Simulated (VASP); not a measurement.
The input files of a VASP run:

File KPOINTS:
```
Automatic mesh
0
Gamma
2 2 2
0 0 0
```

### POSCAR
```
AlN
1
    1.5861000000    -2.7472060000     0.0000000000
    1.5861000000     2.7472060000     0.0000000000
    0.0000000000     0.0000000000     5.0796000000
Al N
2 2
Direct
  0.6666670000   0.3333330000   0.5000000000
  0.3333330000   0.6666670000   0.0000000000
  0.6666670000   0.3333330000   0.8820000000
  0.3333330000   0.6666670000   0.3820000000
```

INCAR:
```
SYSTEM = AlN
PREC = Accurate
ENCUT = 520
EDIFF = 1E-6
NELM = 25
ALGO = VeryFast
LREAL = .FALSE.
LASPH = .TRUE.
ISMEAR = 0
SIGMA = 0.05
GGA = PE
LWAVE = .FALSE.
LCHARG = .FALSE.
ISIF = 2
HFSCREEN = 0.2
AEXX = 0.25
LHFCALC = .TRUE.
PRECFOCK = Fast
ISYM = 3
```

POTCAR, in this order: Al N (PBE.64 set). Program: vasp_std.

### Question
What happens when VASP runs on this input?

### Answer
There is a fault: a hybrid functional was run with ALGO = VeryFast. The run did not converge; its last values are not results. Against the sound run, the energy per atom (σ→0) rises by 17.572 eV/atom; the pressure falls by 25.66 GPa.

File standard output:
```
 POSCAR found type information on POSCAR AlN
 POSCAR found :  2 types and       4 ions
 Reading from existing POTCAR
 Reading from existing POTCAR
 LDA part: xc-table for (Slater+PW92), standard interpolation
 POSCAR, INCAR and KPOINTS ok, starting setup
 WAVECAR not read
 entering main loop
       N       E                     dE             d eps       ncg     rms          rms(c)
RMM:   1    -0.125912590830E+03   -0.12591E+03   -0.53016E+03    48   0.101E+03
RMM:   2    -0.245431943030E+03   -0.11952E+03   -0.12228E+03    48   0.235E+02
RMM:   3    -0.276120121480E+03   -0.30688E+02   -0.35762E+02    48   0.121E+02
RMM:   4    -0.287294025927E+03   -0.11174E+02   -0.13780E+02    48   0.852E+01
RMM:   5    -0.287201216256E+03    0.92810E-01   -0.43416E+01    48   0.448E+01
RMM:   6    -0.286266084495E+03    0.93513E+00   -0.14827E+01    48   0.242E+01
RMM:   7    -0.285755667600E+03    0.51042E+00   -0.69988E+00    48   0.157E+01
RMM:   8    -0.285541327601E+03    0.21434E+00   -0.49840E+00    48   0.126E+01
RMM:   9    -0.285439828357E+03    0.10150E+00   -0.47504E+00   134   0.109E+01
RMM:  10    -0.285450198914E+03   -0.10371E-01   -0.46599E+00   138   0.901E+00
RMM:  11    -0.285550635327E+03   -0.10044E+00   -0.43036E+00   149   0.836E+00
RMM:  12    -0.285552775096E+03   -0.21398E-02   -0.43766E+00   146   0.815E+00    0.176E+01
RMM:  13     0.408140757997E+02    0.32637E+03   -0.70407E+01   192   0.557E+01    0.133E+01
RMM:  14     0.350886501374E+02   -0.57254E+01   -0.75197E+00   150   0.172E+01    0.612E+00
RMM:  15     0.364992781329E+02    0.14106E+01   -0.37189E+00   145   0.942E+00    0.308E+00
RMM:  16     0.365539744911E+02    0.54696E-01   -0.36198E+00   144   0.754E+00    0.163E+00
RMM:  17     0.365085591417E+02   -0.45415E-01   -0.35227E+00   153   0.706E+00    0.959E-01
RMM:  18     0.364758597096E+02   -0.32699E-01   -0.34905E+00   163   0.679E+00    0.785E-01
RMM:  19     0.364695720412E+02   -0.62877E-02   -0.33954E+00   162   0.663E+00    0.506E-01
RMM:  20     0.364696840910E+02    0.11205E-03   -0.33922E+00   162   0.661E+00    0.319E-01
RMM:  21     0.364786698356E+02    0.89857E-02   -0.33916E+00   167   0.663E+00    0.294E-01
RMM:  22     0.364617890200E+02   -0.16881E-01   -0.33657E+00   166   0.657E+00    0.199E-01
RMM:  23     0.364790173921E+02    0.17228E-01   -0.33737E+00   166   0.661E+00    0.205E-01
RMM:  24     0.364587397429E+02   -0.20278E-01   -0.33469E+00   172   0.655E+00    0.160E-01
RMM:  25     0.364768107604E+02    0.18071E-01   -0.33489E+00   168   0.656E+00

 -----------------------------------------------------------------------------
|                                                                             |
|           W    W    AA    RRRRR   N    N  II  N    N   GGGG   !!!           |
|           W    W   A  A   R    R  NN   N  II  NN   N  G    G  !!!           |
|           W    W  A    A  R    R  N N  N  II  N N  N  G       !!!           |
|           W WW W  AAAAAA  RRRRR   N  N N  II  N  N N  G  GGG   !            |
|           WW  WW  A    A  R   R   N   NN  II  N   NN  G    G                |
|           W    W  A    A  R    R  N    N  II  N    N   GGGG   !!!           |
|                                                                             |
|     The electronic self-consistency was not achieved in the given           |
|     number of steps (NELM). The forces and other quantities evaluated       |
|     might not be reliable so examine the results carefully. If you find     |
|     spurious results, we suggest increasing NELM, if you were close to      |
|     convergence or switching to a different ALGO or adjusting the           |
|     density mixing parameters otherwise.                                    |
|                                                                             |
 -----------------------------------------------------------------------------

   1 F= 0.36476811E+02 E0= 0.36476811E+02  d E =-.101962E-14
```

OUTCAR:
```
------------------------ aborting loop EDIFF was not reached (unconverged)  ----------------------------
  FORCE on cell =-STRESS in cart. coord.  units (eV):
  Direction    XX          YY          ZZ          XY          YZ          ZX
  --------------------------------------------------------------------------------------
  Total       -9.2113085     -9.2113100    -12.5419213      0.0000000     -0.0000000      0.0000000
  in kB     -333.3884964   -333.3885484   -453.9346672      0.0000000     -0.0000000      0.0000000
  external PRESSURE =    -373.5705707 kB  Pullay stress =       0.0000000 kB
  volume of cell :       44.27
      direct lattice vectors                 reciprocal lattice vectors
     1.586100000 -2.747206000  0.000000000     0.315238636 -0.182003097  0.000000000
     1.586100000  2.747206000  0.000000000     0.315238636  0.182003097  0.000000000
     0.000000000  0.000000000  5.079600000     0.000000000  0.000000000  0.196865895
  FREE ENERGIE OF THE ION-ELECTRON SYSTEM (eV)
  ---------------------------------------------------
  free  energy   TOTEN  =        36.4768107604 eV

  energy  without entropy=       36.4768107604  energy(sigma->0) =       36.47681076

  exchange ACFDT corr.  =        -0.00000000  see jH, gK, PRB 81, 115126
```
(Selected blocks of OUTCAR.)

To mend it, set ALGO = Normal.

The mended run (HSE06 screened hybrid, plane waves, VASP's PBE PAW potentials (set 64)) converges, and its OSZICAR ends with
```
   1 F= -.33810421E+02 E0= -.33810421E+02  d E =-.120853E-15
```

The compound is AlN in the wurtzite structure. The cell was not relaxed at this level.
